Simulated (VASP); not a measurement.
Consider the following.

```yaml
crystal:
  lattice:
    - [1.82185, -3.15554, 0.00000]
    - [1.82185, 3.15554, 0.00000]
    - [0.00000, 0.00000, 5.64690]
  atoms:
    - { symbol: Tb, position: [0.33333, 0.66667, 0.25000] }
    - { symbol: Tb, position: [0.66667, 0.33333, 0.75000] }
```

The numbers are results of PBE GGA, VASP's PBE PAW potentials (set 64) (plane waves; VASP 6.6.1), not measurements. Settings: 520 eV cut-off, Gaussian smearing of 0.050 eV, potentials Tb_3.

The 4f electrons are frozen in the core of the lanthanide potential, so 4f levels, which can set the real gap, and their magnetism are missing.

**Question.** Give the energies of bands 7 to 12 at the high-symmetry points, in eV from the Fermi level.

**Answer.** 
```tsv
band	Γ	M	K	A	L	H
7	-4.89	-1.81	-0.92	-3.30	-1.85	-0.55
8	-2.08	-1.39	-0.66	-3.30	-1.85	-0.55
9	1.46	-0.93	-0.66	1.02	0.06	-0.37
10	1.73	0.13	-0.36	1.02	0.06	-0.37
11	1.73	1.39	1.17	1.62	1.73	0.61
12	2.19	1.63	1.17	1.62	1.73	0.61
```

It has no gap at this level: it comes out as a metal or semimetal.

The compound is Tb in the hcp structure. It was relaxed first.
